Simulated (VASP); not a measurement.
Method: LDA (Ceperley-Alder, Perdew-Zunger), VASP's LDA PAW potentials (set 64) (plane waves; VASP). Each cell was relaxed at this level.

Which of these has an unstable (imaginary) mode at Γ?
A. Bi, R-3m (166)
B. AgCl, Fm-3m (225)
C. CdCl2, P-4m2 (115)
D. BaTiO3, Pm-3m (221)

D, BaTiO3, Pm-3m (221). Its optical Γ-point modes are 157i (×3), 185 (×3), 290 (×3), 477 (×3) cm⁻¹.
